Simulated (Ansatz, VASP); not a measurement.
# Ga2AsN (CuAu-ordered zincblende type (invented)) in two plane-wave programs, part 2 of 2

One calculation is typed for both programs; each brings its own data sets. How far apart do they land? The cell is generated by rule, not measured, and may not be a known phase. The cell is taken from a series of runs on this material, whose earlier steps may have relaxed, scaled, displaced or heated it; both programs get it as it stands.

VASP 6.6.1 and Ansatz 0.2.0.

So far: The starting structure; VASP: relaxation of cell and atoms, LDA.

## 3. Ansatz: relaxation of cell and atoms, LDA

Level of this step: Ansatz beside VASP: Kohn-Sham DFT, plane waves, LDA (Ansatz).

Ansatz runs on its default PAW (the set named soft_2) files.

The same cell, functional (in two slightly different forms), mesh and smearing now go to Ansatz, which takes its cutoff from its data sets.

File input.yaml:

```yaml
crystal:
  lattice:
    - [3.5468612068, 0.0, 0.0]
    - [0.0, 3.5468612068, 0.0]
    - [0.0, 0.0, 5.0562065631]
  atoms:
    - { symbol: "N", position: [0.0, 0.0, 0.0] }
    - { symbol: As, position: [0.5, 0.5, 0.5] }
    - { symbol: Ga, position: [0.0, 0.5, 0.1965083928] }
    - { symbol: Ga, position: [0.5, 0.0, 0.8034916072] }
kpoints:
  mp_grid: { grid: [12, 12, 8] }
hamiltonian:
  xc: lda
scf:
  occupations: { method: gaussian, width: 0.1 }
output:
  forces: true
  stress: true
  eigenvalues: true
  write_density: true
  write_potential: true
  elf: true
  volumetric_format: npy
relax:
  adjacent_minimum: "off"
  f_tol: 0.005
  max_steps: 80
  cell: { stress_tol: 0.05 }
```

Launch:

```sh
ansatz run input.yaml --threads 2 --pin off --max-ram 5120MiB --backend cpu --events-out ev --progress --plain --runs-dir out
```

Numbers of over 12 decimals in the logs are rounded to 6 here.

The log of the run:

```text
Engine: ansatz 0.2.0, x86_64-unknown-linux-gnu
Pseudopotentials: kind: paw
Pseudopotential: N, paw, valence charge 5, recommended cutoff 420 eV (normal), N.paw.azcp
Pseudopotential: As, paw, valence charge 15, recommended cutoff 420 eV (normal), As.paw.azcp
Pseudopotential: Ga, paw, valence charge 13, recommended cutoff 420 eV (normal), Ga.paw.azcp
Functional definition: SPW92
  exchange = slater_x
  correlation = pw_c
Crystal: 4 atoms, lattice volume = 63.608 Å³
Basis set: ecut = 420 eV, 1245 PW (Γ)
Bands: 28, of which v1, the nominal top of the filled ones, is band 23 counted from 1 (22 counted from 0)
Symmetry: 8 space group operations
Space group: P-4m2 (ITA 115), of the structure as read, at distance tolerance 4.0e-5 Å
k-points: 140 of 1152 (time reversal used)
Non-local potential: N, projectors of the file, l = 0: 2, l = 1: 2, l = 2: 1
Non-local potential: As, projectors of the file, l = 0: 2, l = 1: 2, l = 2: 3, l = 3: 1
Non-local potential: Ga, projectors of the file, l = 0: 2, l = 1: 2, l = 2: 3, l = 3: 1
PAW form: soft (Blöchl's): semilocal exchange-correlation on the pseudo side does not see the compensation charge
PAW frozen core: N, regenerated for the run's functional, and the local potential with it (the file was generated under x = pbe(κ = 0.804, μ = 0.219515), c = pbe(β = 0.066725))
PAW frozen core: As, regenerated for the run's functional, and the local potential with it (the file was generated under x = pbe(κ = 0.804, μ = 0.219515), c = pbe(β = 0.066725))
PAW frozen core: Ga, regenerated for the run's functional, and the local potential with it (the file was generated under x = pbe(κ = 0.804, μ = 0.219515), c = pbe(β = 0.066725))
PAW one-centre angular grid: N, 110 points (default); XC on 64 Gauss nodes
PAW one-centre angular grid: As, 590 points (default); XC on 64 Gauss nodes
PAW one-centre angular grid: Ga, 590 points (default); XC on 64 Gauss nodes
Initial density: superposition of atomic densities (neutral atoms: chi_scale 0, normalization atom), corrected by the library's trained network
Initial wavefunctions: pseudopotential atomic-orbital guess
Functional: x = slater, c = lda
SCF iter   1: F=—  HF=-12562.093787 eV  |F-HF|=—  |Δ(HF+E_count)|=         —  Δρ=1.27e-2  dr2=1.32e-1  ethr=1.77e-3  ⟨swp⟩=5.2  Hψ=17210  notcnv=0
preconditioner: auto → LDOS  [metal: Δε(μ)=0.020 eV  Ē_g=15.341 eV  σ=0.100 eV  W_gap=0.11  n_scr=20 (ndim 8)  ℏωp=27.9 eV  f_vac=0.019  D(μ)=0.58/eV (n_scr^D=2)  β→1.0]
SCF iter   2: F=—  HF=-12562.103153 eV  |F-HF|=—  |Δ(HF+E_count)|=   9.37e-3  Δρ=1.55e-2  dr2=1.70e-1  ethr=2.86e-4  ⟨swp⟩=2.0  Hψ=8133  notcnv=0  defer=127
SCF iter   3: F=—  HF=-12562.065809 eV  |F-HF|=—  |Δ(HF+E_count)|=   3.73e-2  Δρ=1.46e-3  dr2=1.35e-3  ethr=2.86e-4  ⟨swp⟩=2.0  Hψ=5642  notcnv=0  defer=127
SCF iter   4: F=—  HF=-12562.065503 eV  |F-HF|=—  |Δ(HF+E_count)|=   3.06e-4  Δρ=1.03e-4  dr2=7.66e-6  ethr=2.93e-6  ⟨swp⟩=2.0  Hψ=5406  notcnv=0  defer=113
SCF iter   5: F=—  HF=-12562.065497 eV  |F-HF|=—  |Δ(HF+E_count)|=   5.67e-6  Δρ=2.28e-5  dr2=1.87e-7  ethr=1.67e-8  ⟨swp⟩=2.0  Hψ=7105  notcnv=0  defer=108
SCF iter   6: F=-12562.065497 eV  HF=-12562.065497 eV  |F-HF|=3.71e-8  |Δ(HF+E_count)|=   4.09e-8  Δρ=8.58e-6  dr2=2.49e-8  ethr=2.17e-10  ⟨swp⟩=11.8  Hψ=30510  notcnv=0
SCF 1 converged in 6 iterations: F = -12562.065497 eV  dr2 = 2.49e-8
  Residual-converged pass: ⟨swp⟩=1.0  Hψ=4482  notcnv=0  max |occ|·‖R‖ = 7.1e-9 eV (tolerance 1.0e-8 eV)  dr2=2.49e-8  dr2_onsite=3.45e-8  max |Δocc| = 4.1e-11
  greatest PAW one-centre occupation: 0.999 electrons in one spin orbital (limit 2), on the As atom at site 1 (counted from 0), in its partial waves of l = 2
relax step   1: F+E_penalty+E_count = -12562.06549726 eV  Δ(F+E_penalty+E_count) = +0.000e0 eV  max|allowed force component| = 9.449e-3 eV/Å  Δτ_max = 0.0000 Å  P = -0.047 GPa  Ω = 63.608 Å³  (6 SCF iters, dr2 threshold 1.00e-7 eV, accepted)
[...]
relax step   2: F+E_penalty+E_count = -12562.06573336 eV  Δ(F+E_penalty+E_count) = -2.361e-4 eV  max|allowed force component| = 1.087e-2 eV/Å  Δτ_max = 0.0005 Å  P = -0.013 GPa  Ω = 63.586 Å³  energy of the carried Pulay correction = +3.490e-5 eV  (3 SCF iters, dr2 threshold 2.03e-7 eV, accepted)
[...]
relax step   3: F+E_penalty+E_count = -12562.06576449 eV  Δ(F+E_penalty+E_count) = -3.113e-5 eV  max|allowed force component| = 4.721e-5 eV/Å  Δτ_max = 0.0006 Å  P = +0.014 GPa  Ω = 63.574 Å³  energy of the carried Pulay correction = +5.337e-5 eV  (4 SCF iters, dr2 threshold 8.10e-9 eV, accepted)
[...]
relax step   4: F+E_penalty+E_count = -12562.06570651 eV  Δ(F+E_penalty+E_count) = +5.798e-5 eV  max|allowed force component| = 5.517e-5 eV/Å  Δτ_max = 0.0000 Å  P = +0.014 GPa  Ω = 63.574 Å³  stress off target by 1.46e-2 GPa  SCF on the basis re-selected at this cell (its energy is not comparable with the rows above)  (5 SCF iters)
basis re-selected at this cell: Δ(F+E_penalty+E_count) = +5.798e-5 eV, ΔP = -0.001 GPa vs the last step (what re-selecting the basis moved, of the pressure what is left beyond the Pulay correction that the steps carried, after the strain that the cell walked since its last selection, with what the two solves' SCF thresholds leave and, on support functions, any second-order correction that the steps lacked; it is no m [...]
SCF converged after 5 iterations
Free energy (F): -12562.065707 eV
Harris-Foulkes:  -12562.065707 eV  (|F-HF|=1.82e-12)
Internal energy: -12562.062138 eV  (E = F + TS)
E sigma→0 (E₀):  -12562.063922 eV
Entropy (-TS):   -0.003568 eV (-0.892 meV/atom)
Fermi energy:    9.896637 eV
--- Per-component energies (eV) ---
  E_band       = -300.802247
  E_kinetic    = 467.003567
  E_local      = -5661.820923  (includes V_loc(G=0)·N_el)
  E_nonlocal   = 238.669695
  E_hartree    = 2777.977073
  E_xc         = -276.316573
  E_vxc        = -273.293141  (∫ρ·V_xc dr)
  E_paw        = -5701.035803  (= ΣΔE_a)
  E_vpaw       = -627.315372  (= ΣTr[D̂ρ^β])
  E_aug_tail   = -0.000186  (compensation charges beyond the density's cutoff)
  E_ewald      = -4412.151222
  E_core_change = 5.612234  (= ΣΔE_core)
  E_smearing   = -0.003568  (= −TS)
  E_closure    = -0.000000  (closes the sum)
  Σ components = -12562.065707   (vs F -12562.065707, Δ=0.00e0)
--- Forces (eV/Å), atoms counted from 1 ---
  atom   1  N      0.00000000     0.00000000     0.00000000
  atom   2  As     0.00000000    -0.00000000     0.00000000
  atom   3  Ga     0.00000000     0.00000000     0.00005517
  atom   4  Ga     0.00000000     0.00000000    -0.00005517
  max |Σ_I F_I| component: 2.32e-16 eV/Å
--- Stress (GPa, compression-positive) ---
        0.013169      -0.000000       0.000000
       -0.000000       0.013169       0.000000
       -0.000000       0.000000       0.014567
  P = ⅓ Tr σ = 0.0136 GPa (0.136 kbar)
--- Band table (eV; the first three rows and the last of 140) ---
  k-point 0: bands = [... 19 lower, 5.7873, 8.7323, 8.9974, 9.9254, 9.9254, 12.4775, 13.0077, 15.5126, ... 1 higher]
  k-point 1: bands = [... 19 lower, 5.8254, 8.0430, 9.6659, 9.8144, 9.8144, 12.5635, 13.1545, 15.1864, ... 1 higher]
  k-point 2: bands = [... 19 lower, 5.9232, 7.2429, 9.5522, 9.5522, 10.4280, 12.7753, 13.5025, 14.5651, ... 1 higher]
  k-point 139: bands = [... 19 lower, 5.3300, 5.5033, 5.5033, 5.6581, 13.6919, 14.0114, 14.0114, 15.2829, ... 1 higher]
--- Relaxed structure (3 steps of the walk, 3 accepted, 1 SCFs on fresh bases) ---
  F+E_penalty+E_count = -12562.06570651 eV   max|allowed force component| = 5.517e-5 eV/Å   (the final SCF, on the basis selected at the relaxed cell)
  cell:  # Å, volume = 63.5735 Å³
    - [3.551444, 0.0, 0]
    - [0, 3.551444, 0.0]
    - [0, 0.0, 5.040415]
  atoms:
    - { symbol: N, position: [0, 0.0, 0.0] }
    - { symbol: As, position: [0.500000, 0.500000, 0.500000] }
    - { symbol: Ga, position: [0, 0.500000, 0.196528] }
    - { symbol: Ga, position: [0.500000, 0.0, 0.803472] }
```

## 4. Comparison

Known differences besides the potentials themselves: the two LDA forms differ slightly; the data sets hold 46 valence electrons in Ansatz (on its default PAW (the set named soft_2) files) and 36 in VASP; the cutoff is 420 eV in Ansatz and 600 eV in VASP; VASP's log shows a relativistic correction to its local exchange, Ansatz's none; Ansatz adds a Pulay correction to the stress that steers its cell, VASP none. Total energies have different zeros and are not compared.

Compared:

| quantity | Ansatz | VASP | difference |
| --- | --- | --- | --- |
| volume (Å³) | 63.57 | 63.88 | -0.48 % |
| edge a after relaxation, in the typed setting (Å) | 3.551 | 3.557 | -0.15 % |
| edge c after relaxation, in the typed setting (Å) | 5.040 | 5.049 | -0.17 % |

## 5. Results

```json
{
 "difference in volume (relaxation of cell and atoms, LDA)": "-0.48 %"
}
```

**Reading.** The difference in volume is -0.48 % (relaxation of cell and atoms, LDA), within the 1.2 % picked in this series as the mark of a large difference, as far as the stopping tolerances let one tell. The data sets hold unlike numbers of valence electrons (46 in Ansatz and 36 in VASP), so part of the differences comes from the potentials. 1 further run of this series is not shown here. How closely two codes agree says nothing of how well the functional describes the real material.

[Lines on the potential files, build, host, timing and source positions are cut from VASP's logs without a mark.]

[Logs are printed without paths, hosts, clocks, repeated set-up lines and the standing remarks that a program may print on its own settings, such as how far it seeks lower states.]

[Hosts, paths, dates, database ids (printed as entryN), source tags and the programs' standing remarks are cut or masked in the printed files.]
